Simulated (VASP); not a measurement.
Input for VASP

### POSCAR
```
Cu2O
4.2614550
  1.0000001161   0.0000000000   0.0000000000
  0.0000000000   1.0000001161   0.0000000000
  0.0000000000   0.0000000000   1.0000001161
Cu O
4 2
direct
  0.7500000000   0.2500000000   0.7500000000
  0.2500000000   0.7500000000   0.7500000000
  0.7500000000   0.7500000000   0.2500000000
  0.2500000000   0.2500000000   0.2500000000
  1.0000000000   1.0000000000   1.0000000000
  0.5000000000   0.5000000000   0.5000000000
```

### INCAR
```
GGA  =  PE
ALGO  =  Normal
PREC  =  Accurate
IVDW  =  13   ! D4
ISIF  =  2
LWAVE  =  .FALSE.
EDIFF  =  1E-7   ! SCF stop (eV)
SYSTEM  =  Cu2O
ENCUT  =  520   ! plane-wave cut-off (eV)
LCHARG  =  .FALSE.
LASPH  =  .TRUE.   ! aspherical one-centre terms
ISMEAR  =  0   ! Gaussian
LREAL  =  .FALSE.   ! projection in real space or not
SIGMA  =  0.05   ! width (eV)
LMAXMIX  =  4   ! l cut-off of mixed one-centre charges
NELM  =  100
```

### KPOINTS
```
Automatic mesh
0
Gamma
5 5 5
0 0 0
```

POTCAR, in this order: Cu O (PBE.64 set). Program: vasp_std.

### Question
Translate this PBE-D4 calculation to Ansatz.

### Answer
One equivalent input (not run):
Ansatz 0.2 input:
```yaml
crystal:
  lattice:
    - [4.2614555, 0.0000000, 0.0000000]
    - [0.0000000, 4.2614555, 0.0000000]
    - [0.0000000, 0.0000000, 4.2614555]
  atoms:
    - { symbol: Cu, position: [0.7500000, 0.2500000, 0.7500000] }
    - { symbol: Cu, position: [0.2500000, 0.7500000, 0.7500000] }
    - { symbol: Cu, position: [0.7500000, 0.7500000, 0.2500000] }
    - { symbol: Cu, position: [0.2500000, 0.2500000, 0.2500000] }
    - { symbol: O, position: [1.0000000, 1.0000000, 1.0000000] }
    - { symbol: O, position: [0.5000000, 0.5000000, 0.5000000] }
kpoints:
  mp_grid: { grid: [5, 5, 5] }
hamiltonian:
  xc: pbe
  dispersion: d4
  pseudopotentials: { kind: paw }
scf:
  occupations: { method: gaussian, width: 0.05 }
  max_iter: 100
output: { forces: true, stress: true, eigenvalues: true }
```
The two are equivalent in intent, not identical: each code has its own PAW files, so the cut-off isn't converted (ENCUT is set for VASP's; basis.ecutwfc is left out, and Ansatz then takes the one that its files recommend); Ansatz stops its SCF on the density residual and VASP on the energy change (EDIFF).

The compound is Cu2O in the cuprite structure. It was relaxed first.
